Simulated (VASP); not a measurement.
**NbP: how numerical settings change the zone-centre modes**

Aim: test the modes of NbP against the numerical settings. The starting structure is a computed structure from the Materials Project.

Method: Kohn-Sham DFT with plane waves and PAW; LDA, in VASP 6.6.1.

### Step 1. The structure

The structure is tetragonal, space group I4_1md (No. 109). Conventional cell: a = 3.350 Å, b = 3.350 Å, c = 11.480 Å, α = 90.00°, β = 90.00°, γ = 90.00°. Nearest to Nb lie 6 P at 2.55 Å. Nearest to P lie 6 Nb at 2.55 Å. Farther neighbours are not listed.

As a file:

```cif
data_structure
_symmetry_space_group_name_H-M 'I4_1md'
_symmetry_Int_Tables_number 109
_cell_length_a 3.3498
_cell_length_b 3.3498
_cell_length_c 11.4802
_cell_angle_alpha 90.000
_cell_angle_beta 90.000
_cell_angle_gamma 90.000
_cell_volume 128.82
loop_
_atom_site_label
_atom_site_type_symbol
_atom_site_symmetry_multiplicity
_atom_site_Wyckoff_symbol
_atom_site_fract_x
_atom_site_fract_y
_atom_site_fract_z
_atom_site_occupancy
Nb1 Nb 4 a 0.50000 0.00000 0.25012 1
P1 P 4 a 0.00000 0.50000 0.16725 1
```

### Step 2. Reference modes

The cell comes from a relaxation at this level, not shown (61.22 Å³).

Input file INCAR:

```
SYSTEM = NbP
PREC = Accurate
ENCUT = 450
EDIFF = 1E-08
NELM = 100
ISMEAR = 0
SIGMA = 0.05
LREAL = .FALSE.
ALGO = Normal
GGA = CA
NBANDS = 24
LASPH = .TRUE.
LORBIT = 11
LWAVE = .FALSE.
LCHARG = .FALSE.
KPAR = 8
IBRION = 8
ISIF = 2
```

Input file POSCAR:

```
NbP
1.0
    0.0000000000     -3.3011838697      0.0000000000
   -3.3011838697      0.0000000000      0.0000000000
    1.6505919349     -1.6505919349     -5.6178797866
Nb P
2 2
Direct
    0.2501489435      0.2498510565      0.4997021131
    0.5001489435      0.4998510565      0.9997021131
    0.8324796265      0.6675203735      0.3350407469
    0.0824796265      0.9175203735      0.8350407469
```

Input file KPOINTS:

```
Automatic mesh
0
Gamma
10 10 10
0 0 0
```

Potentials, in the order of the species: Nb_sv and P (LDA family, release 64).

Command:

```bash
mpirun -np 8 vasp_std
```

What it wrote:

```text
[banner, memory and clock lines left out]
running    8 mpi-ranks, on    1 nodes
 distrk:  each k-point on    1 cores,    8 groups
 distr:  one band on    1 cores,    1 groups

 POSCAR found type information on POSCAR NbP
 POSCAR found :  2 types and       4 ions
|                                                                             |
|           W    W    AA    RRRRR   N    N  II  N    N   GGGG   !!!           |
|           W    W   A  A   R    R  NN   N  II  NN   N  G    G  !!!           |
|           W    W  A    A  R    R  N N  N  II  N N  N  G       !!!           |
|           W WW W  AAAAAA  RRRRR   N  N N  II  N  N N  G  GGG   !            |
|           WW  WW  A    A  R   R   N   NN  II  N   NN  G    G                |
|           W    W  A    A  R    R  N    N  II  N    N   GGGG   !!!           |
|                                                                             |
|     For optimal performance we recommend to set                             |
|       NCORE = 2 up to number-of-cores-per-socket                            |
|     NCORE specifies how many cores store one orbital (NPAR=cpu/NCORE).      |
|     This setting can greatly improve the performance of VASP for DFT.       |
|     The default, NCORE=1 might be grossly inefficient on modern             |
|     multi-core architectures or massively parallel machines. Do your        |
|     Unfortunately you need to use the default for GW and RPA                |
|     calculations (for HF NCORE is supported but not extensively tested      |
|     yet).                                                                   |
|                                                                             |

 LDA part: xc-table for (Slater(with rela. corr.)+CA(PZ))
 , standard interpolation
 POSCAR, INCAR and KPOINTS ok, starting setup
 FFT: planning ... GRIDC
 FFT: planning ... GRID_SOFT
 FFT: planning ... GRID
 WAVECAR not read
 entering main loop
       N       E                     dE             d eps       ncg     rms          rms(c)
DAV:   1     0.339084191587E+03    0.33908E+03   -0.17840E+04  4904   0.135E+03
DAV:   2    -0.128706469443E+02   -0.35195E+03   -0.34401E+03  6312   0.547E+02
DAV:   3    -0.394805303034E+02   -0.26610E+02   -0.26278E+02  8880   0.111E+02
DAV:   4    -0.411887868187E+02   -0.17083E+01   -0.17031E+01  7720   0.232E+01
DAV:   5    -0.412556870749E+02   -0.66900E-01   -0.66888E-01  8520   0.504E+00    0.138E+01
DAV:   6    -0.390490240408E+02    0.22067E+01   -0.96042E+00  7512   0.214E+01    0.540E+00
DAV:   7    -0.390413274529E+02    0.76966E-02   -0.64686E-01  8648   0.452E+00    0.318E+00
DAV:   8    -0.390302926043E+02    0.11035E-01   -0.67520E-02  7320   0.170E+00    0.439E-01
DAV:   9    -0.390303674663E+02   -0.74862E-04   -0.95029E-03  8760   0.647E-01    0.281E-01
DAV:  10    -0.390304526958E+02   -0.85230E-04   -0.18286E-03  7152   0.414E-01    0.605E-02
DAV:  11    -0.390304355022E+02    0.17194E-04   -0.12897E-04  7496   0.111E-01    0.205E-02
DAV:  12    -0.390304352635E+02    0.23870E-06   -0.63239E-06  8464   0.225E-02    0.513E-03
DAV:  13    -0.390304351908E+02    0.72705E-07   -0.41021E-07  7912   0.507E-03    0.209E-03
DAV:  14    -0.390304351820E+02    0.87703E-08   -0.82635E-08  7304   0.271E-03
   1 F= -.39030435E+02 E0= -.39029773E+02  d E =-.132420E-02
 Linear response reoptimize wavefunctions to high precision
DAV:   1    -0.390304351826E+02   -0.57526E-09   -0.12684E-08  6520   0.766E-04
DAV:   2    -0.390304351826E+02   -0.37744E-10   -0.54039E-10  4760   0.267E-04
 Linear response DOF=           6
 Linear response progress:
  Degree of freedom:   1/  6
       N       E                     dE             d eps       ncg     rms          rms(c)
RMM:   1    -0.565658897335E+00   -0.56566E+00    0.51232E+00 14358   0.300E+01
RMM:   2    -0.475145616729E+00    0.90513E-01   -0.59956E-01 20678   0.496E+00    0.175E-01
RMM:   3    -0.477000372095E+00   -0.18548E-02   -0.52448E-02 27199   0.141E+00    0.914E-02
RMM:   4    -0.477781719462E+00   -0.78135E-03   -0.89858E-03 34580   0.455E-01    0.467E-02
RMM:   5    -0.478227100889E+00   -0.44538E-03   -0.18800E-03 34565   0.191E-01    0.248E-02
RMM:   6    -0.478272089613E+00   -0.44989E-04   -0.52566E-04 35700   0.951E-02    0.681E-03
RMM:   7    -0.478124240845E+00    0.14785E-03   -0.17661E-04 35907   0.553E-02    0.615E-03
RMM:   8    -0.478139444285E+00   -0.15203E-04   -0.11322E-04 37190   0.341E-02    0.314E-03
RMM:   9    -0.478152412977E+00   -0.12969E-04   -0.41278E-05 37154   0.210E-02    0.210E-03
RMM:  10    -0.478172961664E+00   -0.20549E-04   -0.24203E-05 34040   0.153E-02    0.583E-04
RMM:  11    -0.478182644311E+00   -0.96826E-05   -0.10197E-05 36834   0.106E-02    0.257E-04
RMM:  12    -0.478186434259E+00   -0.37899E-05   -0.55340E-06 37288   0.780E-03    0.103E-04
RMM:  13    -0.478189183907E+00   -0.27496E-05   -0.32610E-06 37458   0.601E-03    0.129E-04
RMM:  14    -0.478190127271E+00   -0.94336E-06   -0.27113E-06 37037   0.484E-03    0.163E-04
RMM:  15    -0.478188323011E+00    0.18043E-05   -0.18934E-06 33068   0.404E-03    0.313E-04
RMM:  16    -0.478190393359E+00   -0.20703E-05   -0.16091E-06 32585   0.341E-03    0.288E-04
RMM:  18    -0.478191060049E+00   -0.10597E-05   -0.14997E-06 33194   0.248E-03    0.354E-04
[...]
RMM:  16    -0.541672335509E+00   -0.13816E-06   -0.88560E-07 22139   0.273E-03    0.983E-05
RMM:  17    -0.541672198652E+00    0.13686E-06   -0.41674E-07 21690   0.226E-03    0.166E-04
RMM:  18    -0.541672695176E+00   -0.49652E-06   -0.56118E-07 21116   0.192E-03    0.186E-04
RMM:  19    -0.541672723151E+00   -0.27975E-07   -0.32505E-07 21496   0.164E-03    0.216E-04
RMM:  20    -0.541672851190E+00   -0.12804E-06   -0.44211E-07 21450   0.142E-03    0.241E-04
RMM:  21    -0.541672937842E+00   -0.86652E-07   -0.27750E-07 21466   0.125E-03    0.265E-04
RMM:  22    -0.541673375442E+00   -0.43760E-06   -0.37118E-07 20826   0.113E-03    0.251E-04
 first order change of Fermi-energy  -0.27274E-01
 force on displaced ion       1 direction 3 :   0.000  -0.000 -17.503
 Linear response progress:
  Degree of freedom:   4/  6
       N       E                     dE             d eps       ncg     rms          rms(c)
RMM:   1    -0.533974012479E-01   -0.53397E-01   -0.46822E-02 32570   0.118E+00
RMM:   2    -0.464372391420E-01    0.69602E-02   -0.59466E-03 28461   0.379E-01    0.966E-02
RMM:   3    -0.467854773647E-01   -0.34824E-03   -0.91772E-04 30598   0.134E-01    0.501E-02
RMM:   4    -0.471254830407E-01   -0.34001E-03   -0.34263E-04 31869   0.775E-02    0.141E-02
RMM:   5    -0.471251140737E-01    0.36897E-06   -0.11323E-04 32808   0.376E-02    0.659E-03
RMM:   6    -0.471505593993E-01   -0.25445E-04   -0.24067E-05 33807   0.166E-02    0.292E-03
RMM:   7    -0.471518388549E-01   -0.12795E-05   -0.73838E-06 36321   0.772E-03    0.155E-03
RMM:   8    -0.471514778425E-01    0.36101E-06   -0.16165E-06 35551   0.377E-03    0.401E-04
RMM:   9    -0.471517219094E-01   -0.24407E-06   -0.60276E-07 37435   0.193E-03    0.246E-04
RMM:  10    -0.471525638169E-01   -0.84191E-06   -0.20275E-07 36303   0.104E-03    0.965E-05
RMM:  11    -0.471523590191E-01    0.20480E-06   -0.12201E-07 37580   0.608E-04    0.431E-05
RMM:  12    -0.471523811797E-01   -0.22161E-07   -0.89310E-08 36739   0.404E-04    0.315E-05
RMM:  13    -0.471522903238E-01    0.90856E-07   -0.98430E-08 37554   0.291E-04    0.159E-05
RMM:  14    -0.471522585309E-01    0.31793E-07   -0.12180E-07 36860   0.239E-04    0.947E-06
RMM:  15    -0.471522410312E-01    0.17500E-07   -0.13196E-07 36925   0.213E-04    0.292E-06
RMM:  16    -0.471522398162E-01    0.12151E-08   -0.13434E-07 36101   0.199E-04    0.283E-06
RMM:  17    -0.471522355954E-01    0.42208E-08   -0.11951E-07 35992   0.192E-04    0.105E-06
RMM:  18    -0.471522319799E-01    0.36155E-08   -0.10449E-07 34841   0.189E-04    0.668E-07
RMM:  19    -0.471522315263E-01    0.45357E-09   -0.10495E-07 34121   0.187E-04    0.222E-07
RMM:  20    -0.471522320312E-01   -0.50490E-09   -0.87239E-08 33192   0.186E-04    0.501E-07
 first order change of Fermi-energy   0.77539E-05
 force on displaced ion       3 direction 1 :  -9.793  -0.000  -0.001
 Linear response progress:
  Degree of freedom:   5/  6
       N       E                     dE             d eps       ncg     rms          rms(c)
RMM:   1    -0.559913175991E-01   -0.55991E-01   -0.48637E-02 33009   0.130E+00
RMM:   2    -0.491229074964E-01    0.68684E-02   -0.63603E-03 28489   0.419E-01    0.147E-01
RMM:   3    -0.494825553752E-01   -0.35965E-03   -0.14826E-03 30917   0.181E-01    0.692E-02
RMM:   4    -0.499914404779E-01   -0.50889E-03   -0.62445E-04 31438   0.108E-01    0.196E-02
RMM:   5    -0.500155712748E-01   -0.24131E-04   -0.22187E-04 32593   0.524E-02    0.922E-03
RMM:   6    -0.500458592224E-01   -0.30288E-04   -0.50102E-05 33707   0.225E-02    0.481E-03
RMM:   7    -0.500627125036E-01   -0.16853E-04   -0.16071E-05 35525   0.116E-02    0.281E-03
RMM:   8    -0.500591914876E-01    0.35210E-05   -0.41837E-06 36491   0.556E-03    0.132E-03
RMM:   9    -0.500588847313E-01    0.30676E-06   -0.15696E-06 36940   0.284E-03    0.653E-04
RMM:  10    -0.500619417062E-01   -0.30570E-05   -0.47088E-07 36070   0.161E-03    0.102E-04
RMM:  11    -0.500614941675E-01    0.44754E-06   -0.13371E-07 37730   0.900E-04    0.912E-05
RMM:  12    -0.500616023171E-01   -0.10815E-06   -0.12074E-07 36957   0.537E-04    0.202E-05
RMM:  13    -0.500614816908E-01    0.12063E-06   -0.54857E-08 37791   0.350E-04    0.146E-05
RMM:  14    -0.500614985308E-01   -0.16840E-07   -0.49506E-08 37205   0.263E-04    0.179E-05
RMM:  15    -0.500615011225E-01   -0.25917E-08   -0.17834E-08 36741   0.221E-04    0.115E-05
 first order change of Fermi-energy   0.27698E-04
 force on displaced ion       3 direction 2 :  -0.000 -12.714   0.001
 Linear response progress:
  Degree of freedom:   6/  6
       N       E                     dE             d eps       ncg     rms          rms(c)
RMM:   1    -0.714144442301E-01   -0.71414E-01   -0.56365E-02 20879   0.127E+00
RMM:   2    -0.607162913418E-01    0.10698E-01   -0.72329E-03 16000   0.463E-01    0.143E-01
RMM:   3    -0.609428037333E-01   -0.22651E-03   -0.17725E-03 15710   0.231E-01    0.116E-01
RMM:   4    -0.608769888820E-01    0.65815E-04   -0.48314E-04 16698   0.125E-01    0.574E-02
RMM:   5    -0.610707787115E-01   -0.19379E-03   -0.23638E-04 20017   0.692E-02    0.153E-02
RMM:   6    -0.610738891768E-01   -0.31105E-05   -0.58040E-05 21053   0.304E-02    0.904E-03
RMM:   7    -0.610827458862E-01   -0.88567E-05   -0.97200E-06 21402   0.141E-02    0.326E-03
RMM:   8    -0.610848352871E-01   -0.20894E-05    0.96371E-08 21612   0.672E-03    0.104E-03
RMM:   9    -0.610873220114E-01   -0.24867E-05    0.10029E-06 21932   0.307E-03    0.541E-04
RMM:  10    -0.610886706192E-01   -0.13486E-05    0.10101E-06 20687   0.177E-03    0.241E-04
RMM:  11    -0.610881957518E-01    0.47487E-06    0.34828E-07 21390   0.969E-04    0.162E-04
RMM:  12    -0.610883259462E-01   -0.13019E-06    0.47204E-07 22177   0.569E-04    0.431E-05
RMM:  13    -0.610883616084E-01   -0.35662E-07    0.20617E-07 23045   0.347E-04    0.144E-05
RMM:  14    -0.610883625051E-01   -0.89669E-09    0.14418E-07 22311   0.244E-04    0.197E-05
RMM:  15    -0.610883697298E-01   -0.72247E-08    0.12932E-07 22407   0.208E-04    0.753E-06
RMM:  16    -0.610883748663E-01   -0.51364E-08    0.12597E-07 22766   0.188E-04    0.353E-06
RMM:  17    -0.610883737771E-01    0.10892E-08    0.10957E-07 22457   0.179E-04    0.187E-06
RMM:  18    -0.610883723217E-01    0.14554E-08    0.11039E-07 22175   0.176E-04    0.130E-06
RMM:  19    -0.610883728021E-01   -0.48041E-09    0.98966E-08 21656   0.174E-04    0.306E-07
 first order change of Fermi-energy   0.27087E-01
 force on displaced ion       3 direction 3 :   0.000  -0.000 -15.141
 Linear response finished
```

Wall time 10 min (8 MPI ranks of Intel Xeon Platinum 8375C at 2.90GHz (Ice Lake), shared host); peak memory 5.6 GiB.

The logs omit lines about the potential files and the build; timing stands in the text.

(Continued in part 2 of 3.)

[Lines on the potential files, build, host, timing and source positions are cut from VASP's logs without a mark.]

[Logs are printed without paths, hosts, clocks, repeated set-up lines and the standing remarks that a program may print on its own settings, such as how far it seeks lower states.]

[Hosts, paths, dates, database ids (printed as entryN), source tags and the programs' standing remarks are cut or masked in the printed files.]
